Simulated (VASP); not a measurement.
Crystal: Cd4TeO3.

```xyz
8
Lattice="5.3200 0.0000 0.0000 0.0000 5.3200 0.0000 0.0000 0.0000 5.3200" Properties=species:S:1:pos:R:3 pbc="T T T"
Cd    2.6600    0.0000    0.0000
Cd    2.6600    2.6600    2.6600
Cd    0.0000    2.6600    0.0000
Cd    0.0000    0.0000    2.6600
Te    0.0000    0.0000    0.0000
O     2.6600    0.0000    2.6600
O     2.6600    2.6600    0.0000
O     0.0000    2.6600    2.6600
```

The cell was built by a generator and needn't be a form met in nature.

* Program: VASP 6.6.1
* Task: relaxation of cell and atoms
* Functional: PBE
* Potentials or basis: VASP PAW PBE potentials, release 64 (Cd, Te, O)
* Cutoff: 520 eV
* k mesh: 3 × 3 × 3
* Occupations: gaussian, width 0.15 eV
* Spin: no spin polarisation

At the start: pressure -3.0 GPa; volume 18.82 Å³/atom.

Problem. Where does the relaxation end?

Solution. Over 3 steps the energy falls by 6.9 meV/atom and the volume is 18.09 Å³/atom (-3.9 %); space group Pm-3m (No. 221, to 0.05 Å).

The path:
```
step  energy change (eV)  largest force (eV/Å)  pressure (GPa)  volume (Å³)
   1              0.0000                0.0000           -2.98       150.57
   2             -0.0499                0.0000            0.82       143.07
   3             -0.0548                0.0000            0.00       144.71
```

Final structure:
```yaml
crystal:
  lattice:
    - [5.25010, 0.00000, 0.00000]
    - [0.00000, 5.25010, 0.00000]
    - [0.00000, 0.00000, 5.25010]
  atoms:
    - { symbol: Cd, position: [0.50000, 0.00000, 0.00000] }
    - { symbol: Cd, position: [0.50000, 0.50000, 0.50000] }
    - { symbol: Cd, position: [0.00000, 0.50000, 0.00000] }
    - { symbol: Cd, position: [0.00000, 0.00000, 0.50000] }
    - { symbol: Te, position: [0.00000, 0.00000, 0.00000] }
    - { symbol: O, position: [0.50000, 0.00000, 0.50000] }
    - { symbol: O, position: [0.50000, 0.50000, 0.00000] }
    - { symbol: O, position: [0.00000, 0.50000, 0.50000] }
```

Caveat: the k mesh is coarse (spacing up to 0.39 Å⁻¹), so the values aren't converged.
